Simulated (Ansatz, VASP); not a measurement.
**Cross-check of Au (Au wire along [110], 2 atoms a period) between VASP and Ansatz**

Aim: how closely do two programs agree when they are given the same cell, functional and k mesh? Of the first pair: The structure shown is the start of the Ansatz relaxation below; VASP solves that cell, so the two are compared at the walk's first step.

Program: Ansatz 0.2.0. Level of theory: plane waves, with VASP 6.6.1 beside it; PBE. Results are calculated unless marked as measured.

## 1. Set-up

The cell holds 2 atoms: 2 Au. Its edges and angles: a = 8.880 Å, b = 8.271 Å, c = 2.942 Å, α = 90.0°, β = 90.0°, γ = 90.0°. Vacuum lies along a and b. The structure's axis is c.

## 2. Ansatz: relaxation, PBE

Ansatz runs on its default PAW (the set named soft_2) files.

The two programs are compared at the cell with which this relaxation starts, whose forces are those of its first step.

input.yaml

```yaml
crystal:
  lattice:
    - [8.88, 0.0, 0.0]
    - [0.0, 8.271, 0.0]
    - [0.0, 0.0, 2.9415642097]
  atoms:
    - { symbol: Au, position: [0.382882883, 0.41107484, 0.0] }
    - { symbol: Au, position: [0.617117117, 0.588898816, 0.5] }
kpoints:
  mp_grid: { grid: [1, 1, 28] }
scf:
  occupations: { method: fermi_dirac, width: 0.05 }
hamiltonian:
  xc: pbe
relax:
  cell: { fix: [a, b, alpha, beta, gamma] }
  max_steps: 60
```

Command:

```
ansatz run input.yaml --threads 8 --pin off --max-ram 16384MiB --backend cpu --events-out ev --progress --plain --runs-dir out
```

Numbers of over 12 decimals in the logs are rounded to 6 here.

Log:

```text
Engine: ansatz 0.2.0, aarch64-unknown-linux-gnu
Pseudopotentials: kind: paw
Pseudopotential: Au, paw, valence charge 19, recommended cutoff 420 eV (normal), Au.paw.azcp
Functional definition: PBE
  parameter kappa = 0.804
  parameter beta = 0.066725
  exchange = pbe_x(kappa = kappa, mu = beta*pi^2/3)
  correlation = pbe_c(beta = beta)
Crystal: 2 atoms, lattice volume = 216.048 Å³
Basis set: ecut = 420 eV, 4191 PW (Γ), exchange–correlation on 120×120×40 points (8 copies of the dense FFT grid, shifted against one another)
Bands: 23, of which v1, the nominal top of the filled ones, is band 19 counted from 1 (18 counted from 0)
Symmetry: 4 space group operations
Space group: P21/m (ITA 11), of the structure as read, at distance tolerance 6.0e-5 Å
k-points: 15 of 28
Non-local potential: Au, projectors of the file, l = 0: 3, l = 1: 2, l = 2: 2, l = 3: 1
PAW form: soft (Blöchl's): semilocal exchange-correlation on the pseudo side does not see the compensation charge
PAW one-centre angular grid: Au, 590 points (default); XC on 64 Gauss nodes
Initial density: superposition of atomic densities (neutral atoms: chi_scale 0, normalization atom), corrected by the library's trained network
Initial wavefunctions: pseudopotential atomic-orbital guess
Functional: x = pbe(κ = 0.804, μ = 0.219515), c = pbe(β = 0.066725)
SCF iter   1: F=—  HF=-26296.321066 eV  |F-HF|=—  |Δ(HF+E_count)|=         —  Δρ=1.56e-3  dr2=1.03e-2  ethr=1.77e-3  ⟨swp⟩=5.7  Hψ=1628  notcnv=0
preconditioner: auto → LDOS  [insulator: Δε(μ)=0.154 eV  Ē_g=6.158 eV  σ=0.050 eV  W_gap=0.65  n_scr=20 (ndim 8)  ℏωp=11.8 eV  f_vac=0.680  D(μ)=1.05/eV (n_scr^D=4)  ε∞_Penn≈4.7  β→1.0]
SCF iter   2: F=—  HF=-26296.323003 eV  |F-HF|=—  |Δ(HF+E_count)|=   1.94e-3  Δρ=1.62e-3  dr2=1.22e-2  ethr=2.70e-5  ⟨swp⟩=3.3  Hψ=836  notcnv=0  defer=2
SCF iter   3: F=—  HF=-26296.320491 eV  |F-HF|=—  |Δ(HF+E_count)|=   2.51e-3  Δρ=4.37e-4  dr2=1.10e-3  ethr=2.70e-5  ⟨swp⟩=2.0  Hψ=566  notcnv=0  defer=2
SCF iter   4: F=—  HF=-26296.320234 eV  |F-HF|=—  |Δ(HF+E_count)|=   2.57e-4  Δρ=1.16e-4  dr2=4.65e-5  ethr=2.90e-6  ⟨swp⟩=2.0  Hψ=509  notcnv=0  defer=2
SCF iter   5: F=—  HF=-26296.320184 eV  |F-HF|=—  |Δ(HF+E_count)|=   5.02e-5  Δρ=4.57e-5  dr2=6.36e-6  ethr=1.22e-7  ⟨swp⟩=2.2  Hψ=547  notcnv=0  defer=2
SCF iter   6: F=—  HF=-26296.320183 eV  |F-HF|=—  |Δ(HF+E_count)|=   9.48e-7  Δρ=1.07e-5  dr2=2.58e-7  ethr=1.67e-8  ⟨swp⟩=2.3  Hψ=521  notcnv=0  defer=2
SCF iter   7: F=-26296.320183 eV  HF=-26296.320183 eV  |F-HF|=1.39e-8  |Δ(HF+E_count)|=   1.53e-7  Δρ=1.89e-6  dr2=8.23e-9  ethr=2.63e-10  ⟨swp⟩=5.0  Hψ=1235  notcnv=0
SCF 1 converged in 7 iterations: F = -26296.320183 eV  dr2 = 8.23e-9
  greatest PAW one-centre occupation: 1.000 electrons in one spin orbital (limit 2), on the Au atom at site 1 (counted from 0), in its partial waves of l = 0
relax step   1: F+E_penalty+E_count = -26296.32018309 eV  Δ(F+E_penalty+E_count) = +0.000e0 eV  max|allowed force component| = 7.949e-1 eV/Å  Δτ_max = 0.0000 Å  P = -2.120 GPa  Ω = 216.048 Å³  fix = [a, b, alpha, beta, gamma]  reactions: a -1.215, b -0.638 GPa; gamma +0.872 GPa/rad  (7 SCF iters, dr2 threshold 1.00e-7 eV, accepted)
[...]
relax step   6: F+E_penalty+E_count = -26296.77787593 eV  Δ(F+E_penalty+E_count) = -3.654e-5 eV  max|allowed force component| = 2.112e-3 eV/Å  Δτ_max = 0.0137 Å  P = +0.002 GPa  Ω = 195.110 Å³  energy of the carried Pulay correction = +1.169e-3 eV  fix = [a, b, alpha, beta, gamma]  reactions: a +0.017, b -0.017 GPa; gamma +0.008 GPa/rad  (8 SCF iters, accepted)
[...]
relax step   7: F+E_penalty+E_count = -26296.77791067 eV  Δ(F+E_penalty+E_count) = -3.474e-5 eV  max|allowed force component| = 1.279e-2 eV/Å  Δτ_max = 0.0530 Å  P = -0.012 GPa  Ω = 195.089 Å³  energy of the carried Pulay correction = +1.171e-3 eV  fix = [a, b, alpha, beta, gamma]  reactions: a -0.008, b -0.030 GPa; gamma +0.026 GPa/rad  (9 SCF iters, accepted)
[...]
relax step   8: F+E_penalty+E_count = -26296.77792578 eV  Δ(F+E_penalty+E_count) = -1.511e-5 eV  max|allowed force component| = 7.250e-4 eV/Å  Δτ_max = 0.0181 Å  P = -0.003 GPa  Ω = 195.139 Å³  energy of the carried Pulay correction = +1.168e-3 eV  fix = [a, b, alpha, beta, gamma]  reactions: a +0.014, b -0.016 GPa; gamma +0.009 GPa/rad  (6 SCF iters, dr2 threshold 1.02e-8 eV, accepted)
[...]
relax step   9: F+E_penalty+E_count = -26296.77651707 eV  Δ(F+E_penalty+E_count) = +1.409e-3 eV  max|allowed force component| = 1.007e-3 eV/Å  Δτ_max = 0.0000 Å  P = -0.002 GPa  Ω = 195.139 Å³  fix = [a, b, alpha, beta, gamma]  reactions: a +0.015, b -0.016 GPa; gamma +0.007 GPa/rad  stress off target by 5.16e-3 GPa on what of the cell is left free  SCF on the basis re-selected at this cell (its energy is not comparable with the rows above)  (6 SCF iters)
basis re-selected at this cell: Δ(F+E_penalty+E_count) = +1.409e-3 eV, ΔP = +0.001 GPa vs the last step (what re-selecting the basis moved, of the pressure what is left beyond the Pulay correction that the steps carried, after the strain that the cell walked since its last selection, with what the two solves' SCF thresholds leave and, on support functions, any second-order correction that the steps lacked; it is no measure of the basis error at this ecutwfc). The dense FFT grid was sized anew with the basis: this SCF ran on 60×60×18 points, the steps before it on 60×60×20, so part of this shift can come from that change (see relax.cell in the input reference). [rest of the remark cut]
SCF converged after 6 iterations
Free energy (F): -26296.776517 eV
Harris-Foulkes:  -26296.776517 eV  (|F-HF|=3.64e-12)
Internal energy: -26296.771559 eV  (E = F + TS)
E sigma→0 (E₀):  -26296.774038 eV
Entropy (-TS):   -0.004958 eV (-2.479 meV/atom)
Fermi energy:    -1.132502 eV
--- Per-component energies (eV) ---
  E_band       = -1181.216633
  E_kinetic    = 1210.603161
  E_local      = -12915.749236  (includes V_loc(G=0)·N_el)
  E_nonlocal   = 149.206489
  E_hartree    = 5823.630311
  E_xc         = -453.274417
  E_vxc        = -546.286075  (∫ρ·V_xc dr)
  E_paw        = -19414.925628  (= ΣΔE_a)
  E_vpaw       = -726.254672  (= ΣTr[D̂ρ^β])
  E_aug_tail   = 0.002833  (compensation charges beyond the density's cutoff)
  E_ewald      = -696.265071
  E_smearing   = -0.004958  (= −TS)
  E_closure    = -0.000000  (closes the sum)
  Σ components = -26296.776517   (vs F -26296.776517, Δ=0.00e0)
--- Forces (eV/Å), atoms counted from 1 ---
  atom   1  Au    -0.00073224    -0.00100708    -0.00000000
  atom   2  Au     0.00073224     0.00100708     0.00000000
  max |Σ_I F_I| component: 2.17e-19 eV/Å
--- Stress (GPa, compression-positive) ---
        0.014872      -0.007073      -0.000000
       -0.007073      -0.015728      -0.000000
       -0.000000      -0.000000      -0.005160
  P = ⅓ Tr σ = -0.0020 GPa (-0.020 kbar)
--- Relaxed structure (8 steps of the walk, 8 accepted, 1 SCFs on fresh bases) ---
  F+E_penalty+E_count = -26296.77651707 eV   max|allowed force component| = 1.007e-3 eV/Å   (the final SCF, on the basis selected at the relaxed cell)
  cell:  # Å, volume = 195.1392 Å³
    - [8.88, 0, 0]
    - [0, 8.271, 0]
    - [0, 0, 2.656889]
  atoms:
    - { symbol: Au, position: [0.394451, 0.409100, 0] }
    - { symbol: Au, position: [0.605549, 0.590874, 0.500000] }
```

Reading the cycles: dr2 is the Hartree energy of the density residual (eV), the measure of convergence; HF is the Harris–Foulkes estimate of the energy, which meets the free energy F at convergence.

## 3. VASP: single point, PBE, start cell, pair 1

The same cell, functional, mesh and smearing now go to VASP, with its own data sets.

Lines of VASP's logs that name or quote its potential files are left out, and so is its time.

INCAR

```
SYSTEM = Au
PREC = Accurate
ENCUT = 400
EDIFF = 1E-06
NELM = 120
ISMEAR = -1
SIGMA = 0.05
LREAL = .FALSE.
ALGO = Normal
GGA = PE
NBANDS = 17
LASPH = .TRUE.
LORBIT = 11
LWAVE = .FALSE.
LCHARG = .FALSE.
ISIF = 2
GGA_COMPAT = .FALSE.
```

POSCAR

```
Au
1.0
    8.8800000000      0.0000000000      0.0000000000
    0.0000000000      8.2710000000      0.0000000000
    0.0000000000      0.0000000000      2.9415640000
Au
2
Direct
    0.3828828829      0.4110880184      0.0000000000
    0.6171171171      0.5889119816      0.5000000000
```

KPOINTS

```
Automatic mesh
0
Gamma
1 1 28
0 0 0
```

PAW data sets: Au (PBE family, release 64).

Command:

```
mpirun -np 1 vasp_std
```

Log:

```text
[banner, memory and clock lines left out]
running    1 mpi-ranks, on    1 nodes
 distrk:  each k-point on    1 cores,    1 groups
 distr:  one band on    1 cores,    1 groups

 POSCAR found type information on POSCAR Au
 POSCAR found :  1 types and       2 ions
 LDA part: xc-table for (Slater+PW92), standard interpolation
 POSCAR, INCAR and KPOINTS ok, starting setup
 FFT: planning ... GRIDC
 FFT: planning ... GRID_SOFT
 FFT: planning ... GRID
 WAVECAR not read
 entering main loop
       N       E                     dE             d eps       ncg     rms          rms(c)
DAV:   1     0.120891019451E+03    0.12089E+03   -0.67131E+03   510   0.786E+02
DAV:   2     0.220967232365E+01   -0.11868E+03   -0.10914E+03   737   0.152E+02
DAV:   3    -0.430965777149E+01   -0.65193E+01   -0.64782E+01   552   0.431E+01
DAV:   4    -0.435918065341E+01   -0.49523E-01   -0.49492E-01   558   0.419E+00
DAV:   5    -0.436008886636E+01   -0.90821E-03   -0.90815E-03   587   0.587E-01    0.408E+00
DAV:   6    -0.412851115774E+01    0.23158E+00   -0.87061E-01   534   0.646E+00    0.300E+00
DAV:   7    -0.412161662330E+01    0.68945E-02   -0.26820E-02   568   0.926E-01    0.184E+00
DAV:   8    -0.412051916885E+01    0.10975E-02   -0.39494E-03   532   0.457E-01    0.772E-02
DAV:   9    -0.412061083612E+01   -0.91667E-04   -0.13222E-04   547   0.758E-02    0.382E-02
DAV:  10    -0.412068392383E+01   -0.73088E-04   -0.49093E-05   530   0.466E-02    0.104E-02
DAV:  11    -0.412070597118E+01   -0.22047E-04   -0.77643E-06   561   0.131E-02    0.692E-03
DAV:  12    -0.412073595015E+01   -0.29979E-04   -0.98468E-06   543   0.149E-02    0.275E-03
DAV:  13    -0.412074208780E+01   -0.61376E-05   -0.63576E-07   442   0.391E-03    0.146E-03
DAV:  14    -0.412074915557E+01   -0.70678E-05   -0.91629E-07   449   0.389E-03    0.587E-04
DAV:  15    -0.412075004755E+01   -0.89197E-06   -0.80370E-08   446   0.117E-03
   1 F= -.41207500E+01 E0= -.41157579E+01  d E =-.998429E-02
```

Parts of OUTCAR (step 3):

```text
ion  position               nearest neighbor table
   1  0.383  0.411  0.000-   2 2.94   2 2.94
   2  0.617  0.589  0.500-   1 2.94   1 2.94

  LATTYP: Found a simple orthorhombic cell.
 ALAT       =     2.9415640000
 B/A-ratio  =     2.8117695212
 C/A-ratio  =     3.0188022426

 Subroutine GETGRP returns: Found  4 space group operations
 (whereof  2 operations were pure point group operations)

The static configuration has the point symmetry C_1h.
 The point group associated with its full space group is C_2h.

 Found     15 irreducible k-points:

   k-points           NKPTS =     15   k-points in BZ     NKDIM =     15   number of bands    NBANDS=     17

   dimension x,y,z NGX =    60 NGY =   54 NGZ =   20
   dimension x,y,z NGXF=   120 NGYF=  108 NGZF=   40

   ENCUT  =  400.0 eV  29.40 Ry    5.42 a.u.  14.48 13.49  4.80*2*pi/ulx,y,z

   NELECT =      22.0000    total number of electrons

 k-points in reciprocal lattice and weights: Automatic mesh
   0.00000000  0.00000000  0.00000000       0.036
   0.00000000  0.00000000  0.03571429       0.071
   0.00000000  0.00000000  0.07142857       0.071
   0.00000000  0.00000000  0.10714286       0.071
   0.00000000  0.00000000  0.14285714       0.071
   0.00000000  0.00000000  0.17857143       0.071
   0.00000000  0.00000000  0.21428571       0.071
   0.00000000  0.00000000  0.25000000       0.071
   0.00000000  0.00000000  0.28571429       0.071
[...]
0.00000000  0.00000000  0.46428571       0.071
   0.00000000  0.00000000  0.50000000       0.036

 average (electrostatic) potential at core
       1 -75.1468       2 -75.1468

 E-fermi :  -3.3428

 k-point     1 :       0.0000    0.0000    0.0000
  band No.  band energies     occupation
    ...
      8      -4.9991      2.00000
      9      -4.7674      2.00000
     10      -4.5787      2.00000
     11      -4.3258      2.00000
     12      -3.6308      1.99371
     13      -0.2895      0.00000
     14      -0.2647      0.00000
     15       1.2201      0.00000
     16       2.2775      0.00000
     17       3.4338      0.00000

 k-point     2 :       0.0000    0.0000    0.0357
  band No.  band energies     occupation
    ...
      8      -5.0095      2.00000
      9      -4.7760      2.00000
     10      -4.6026      2.00000
     11      -4.3489      2.00000
     12      -3.6043      1.98935
     13      -0.2506      0.00000
     14      -0.2197      0.00000
     15       1.2475      0.00000
     16       2.3022      0.00000
     17       3.4523      0.00000

 k-point     3 :       0.0000    0.0000    0.0714
  band No.  band energies     occupation
    ...
      8      -5.0440      2.00000
      9      -4.7969      2.00000
     10      -4.6709      2.00000
     11      -4.4127      2.00000
     12      -3.5284      1.95225
     13      -0.1366      0.00000
     14      -0.0891      0.00000
     15       1.3287      0.00000
     16       2.3762      0.00000
     17       3.5079      0.00000

  Total       -1.6630287     -0.8866494     -6.0908996     -1.1742203      0.0000000      0.0000000
  in kB      -12.3327812     -6.5752645    -45.1692347     -8.7078485      0.0000000      0.0000000
  external PRESSURE =     -21.3590935 kB  Pullay stress =       0.0000000 kB

  energy-cutoff  :      400.00
  volume of cell :      216.05
      direct lattice vectors                 reciprocal lattice vectors
     8.880000000  0.000000000  0.000000000     0.112612613  0.000000000  0.000000000
     0.000000000  8.271000000  0.000000000     0.000000000  0.120904365  0.000000000
     0.000000000  0.000000000  2.941564000     0.000000000  0.000000000  0.339955208

 POSITION                                       TOTAL-FORCE (eV/Angst)
 -----------------------------------------------------------------------------------
      3.40000      3.40011      0.00000         0.794043      0.558208      0.000000
      5.48000      4.87089      1.47078        -0.794043     -0.558208      0.000000
 -----------------------------------------------------------------------------------
    total drift:                               -0.000000      0.000000      0.000000

  FREE ENERGIE OF THE ION-ELECTRON SYSTEM (eV)
  ---------------------------------------------------
  free  energy   TOTEN  =        -4.1207500475 eV

  energy  without entropy=       -4.1107657539  energy(sigma->0) =       -4.11575790

 total charge
# of ion       s       p       d       tot
------------------------------------------
    1        0.535   0.097   8.850   9.482
    2        0.535   0.097   8.850   9.482
--------------------------------------------------
tot          1.070   0.195  17.699  18.964

[... 3 further parts left out ...]
```

## 4. Differences

Known differences besides the potentials themselves: the data sets hold 38 valence electrons in Ansatz (on its default PAW (the set named soft_2) files) and 22 in VASP; the cutoff is 420 eV in Ansatz and 400 eV in VASP. Total energies have different zeros and are not compared.

Forces (eV/Å; atoms numbered as in POSCAR):

| atom | Ansatz x, y, z | VASP x, y, z |
| --- | --- | --- |
| Au1 | 0.795, 0.559, 0.000 | 0.794, 0.558, 0.000 |
| Au2 | -0.795, -0.559, 0.000 | -0.794, -0.558, 0.000 |

The forces differ by 0.5 meV/Å r.m.s., which is 0.1 % of the r.m.s. force of 0.560 eV/Å (both taken over all components).

## 5. Ansatz: relaxation, PBE

This run makes the geometry at which the two programs are then compared. The cell compared in this pair holds 195.14 Å³, against 216.05 Å³ for the pair before.

The structure compared here is the end of the Ansatz relaxation.

This is the run of step 2 again, met here at its other cell.

## 6. VASP: single point, PBE, cell relaxed in part, pair 2

The same cell, functional, mesh and smearing now go to VASP, with its own data sets.

Changes to INCAR since step 3:

```diff
@@ -2,3 +2,3 @@
 PREC = Accurate
-ENCUT = 400
+ENCUT = 500
 EDIFF = 1E-06
```

POSCAR

```
Au
1.0
    8.8800000000      0.0000000000      0.0000000000
    0.0000000000      8.2710000000      0.0000000000
    0.0000000000      0.0000000000      2.6568893236
Au
2
Direct
    0.3944514033      0.4091129197      0.0000000000
    0.6055485967      0.5908870803      0.5000000000
```

KPOINTS is that of step 3.

Command:

```
mpirun -np 1 vasp_std
```

Log:

```text
[... set-up lines as in an earlier step ...]
 entering main loop
       N       E                     dE             d eps       ncg     rms          rms(c)
DAV:   1     0.128894777139E+03    0.12889E+03   -0.78395E+03   510   0.952E+02
DAV:   2     0.157933618107E+01   -0.12732E+03   -0.11785E+03   676   0.174E+02
DAV:   3    -0.485311747002E+01   -0.64325E+01   -0.63212E+01   565   0.452E+01
DAV:   4    -0.491106446683E+01   -0.57947E-01   -0.57888E-01   578   0.453E+00
[...]
DAV:  13    -0.457744313497E+01   -0.49475E-05   -0.59602E-07   464   0.472E-03    0.153E-03
DAV:  14    -0.457744972438E+01   -0.65894E-05   -0.91960E-07   427   0.376E-03    0.714E-04
DAV:  15    -0.457744994969E+01   -0.22531E-06   -0.44901E-08   433   0.126E-03
   1 F= -.45774499E+01 E0= -.45749640E+01  d E =-.497194E-02
```

Parts of OUTCAR (step 6):

```text
  Total       -0.0158099     -0.0494446     -0.0547473     -0.0161630      0.0000000      0.0000000
  in kB       -0.1298065     -0.4059617     -0.4494990     -0.1327055      0.0000000      0.0000000
  external PRESSURE =      -0.3284224 kB  Pullay stress =       0.0000000 kB

 POSITION                                       TOTAL-FORCE (eV/Angst)
 -----------------------------------------------------------------------------------
      3.50273      3.38377      0.00000         0.003827      0.002621      0.000000
      5.37727      4.88723      1.32844        -0.003827     -0.002621      0.000000
 -----------------------------------------------------------------------------------
    total drift:                               -0.000000      0.000000      0.000000

  FREE ENERGIE OF THE ION-ELECTRON SYSTEM (eV)
  ---------------------------------------------------
  free  energy   TOTEN  =        -4.5774499497 eV

  energy  without entropy=       -4.5724780109  energy(sigma->0) =       -4.57496398

[... 1 part as in an earlier step ...]

[... 2 further parts left out ...]
[key lines of the parts left out:]
E-fermi :  -3.0947
```

## 7. Side by side

What differs besides the data sets and the points named for the pairs above, as far as they apply: the data sets hold 38 valence electrons in Ansatz (on its default PAW (the set named soft_2) files) and 22 in VASP; the cutoff is 420 eV in Ansatz and 500 eV in VASP; Ansatz's pressure holds a Pulay correction, VASP's none. Total energies have different zeros and are not compared.

Both answers:

| quantity | Ansatz | VASP | difference |
| --- | --- | --- | --- |
| pressure (GPa) | 0.00 | -0.03 | +0.03 |

The largest component of a force difference here is 5 meV/Å.

## 8. Summary of results

```yaml
r_m_s_force_difference_single_point_pbe_start_cell_pair_1: 0.095 % of the r.m.s. force
difference_in_pressure_single_point_pbe_cell_relaxed_in_part_pair_2: 0.031 GPa
```

What this shows: The r.m.s. force difference is 0.095 % of the r.m.s. force (single point, PBE, start cell, pair 1), within the 3 % picked in this series as the mark of a large difference. The data sets hold unlike numbers of valence electrons (38 in Ansatz and 22 in VASP), so part of the differences may come from the potentials. Such differences can come from data sets, numerical settings and the points named under the comparisons, not from the functional's error against experiment.

[Lines on the potential files, build, host, timing and source positions are cut from VASP's logs without a mark.]

[Logs are printed without paths, hosts, clocks, repeated set-up lines and the standing remarks that a program may print on its own settings, such as how far it seeks lower states.]

[Hosts, paths, dates, database ids (printed as entryN), source tags and the programs' standing remarks are cut or masked in the printed files.]
